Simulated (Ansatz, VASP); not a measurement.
**Two plane-wave programs on SrMg**

```
Sr Mg
1.0
     3.92583    0.00000    0.00000
     0.00000    3.92583    0.00000
     0.00000    0.00000    3.92583
Sr Mg
1 1
Direct
  0.50000 0.50000 0.50000
  0.00000 0.00000 0.00000
```

Change from the starting cell: volume scaled by 1.02, PAW files.

Alike in both runs: task electric field gradients; functional LDA; k mesh 9 × 9 × 9; occupations fermi-dirac, width 0.05 eV; no spin polarisation.

```csv
,VASP,Ansatz
version,VASP 6.6.1,Ansatz 0.2.0
potentials or method,"VASP PAW LDA potentials, release 64 (Sr_sv, Mg)","PAW with Ansatz's default frozen-core files, scalar-relativistic"
plane-wave cutoff (eV),520,420
valence electrons in the cell,12,20
```

Ansatz gave:

- pressure (GPa): 2.8
- Vzz of the field gradient on the site that differs most (V/Å²): 0.0

Task: What did VASP give for the same quantities?

Result: Pressure (GPa): 2.6; Vzz of the field gradient on the site that differs most (V/Å²): 0.0.

The two sets of potentials don't hold the same shells in valence. Ansatz warned: «gradients_without_spin_orbit».
